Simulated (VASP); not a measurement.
Here is the system:

```
CELL_PARAMETERS angstrom
      4.57947     0.00000     0.00000
      0.00000     4.57947     0.00000
      0.00000     0.00000     4.57947
ATOMIC_POSITIONS crystal
  Co 0.13683 0.13683 0.13683
  Co 0.36317 0.86317 0.63683
  Co 0.63683 0.36317 0.86317
  Co 0.86317 0.63683 0.36317
  Ge 0.83981 0.83981 0.83981
  Ge 0.66019 0.16019 0.33981
  Ge 0.33981 0.66019 0.16019
  Ge 0.16019 0.33981 0.66019
```

Computed with PBEsol GGA, VASP's PBE PAW potentials (set 64) (plane waves; VASP). Numerical set-up: 300 eV cut-off, 5×5×5 Γ-centred mesh, Gaussian smearing of 0.10 eV, potentials Co Ge_d.

**Question.** Give the energies of bands 37 to 50 at the high-symmetry points, in eV from the Fermi level.

**Answer.** 
| band | Γ | X | M | R | X1 |
|---|---|---|---|---|---|
| 37 | -1.99 | -1.98 | -1.61 | -1.15 | -1.98 |
| 38 | -1.99 | -1.98 | -1.61 | -1.15 | -1.98 |
| 39 | -1.99 | -1.47 | -1.45 | -1.15 | -1.47 |
| 40 | -0.76 | -1.47 | -1.45 | -1.15 | -1.47 |
| 41 | -0.76 | -0.91 | -1.34 | -1.00 | -0.91 |
| 42 | -0.76 | -0.91 | -1.34 | -1.00 | -0.91 |
| 43 | -0.69 | -0.58 | -0.87 | -1.00 | -0.58 |
| 44 | -0.69 | -0.58 | -0.87 | -1.00 | -0.58 |
| 45 | -0.06 | -0.41 | 0.00 | -0.22 | -0.41 |
| 46 | -0.06 | -0.41 | 0.00 | -0.22 | -0.41 |
| 47 | -0.06 | 0.96 | 0.37 | -0.22 | 0.96 |
| 48 | 1.88 | 0.96 | 0.37 | -0.22 | 0.96 |
| 49 | 1.88 | 1.02 | 1.51 | 4.61 | 1.02 |
| 50 | 1.88 | 1.02 | 1.51 | 4.61 | 1.02 |

It has no gap at this level: it comes out as a metal or semimetal.

The structure comes from a computed database's CoGe entry; how it stands against other phases isn't given here. The cell was not relaxed at this level. The run is not spin-polarised, so no magnetic state was tried.
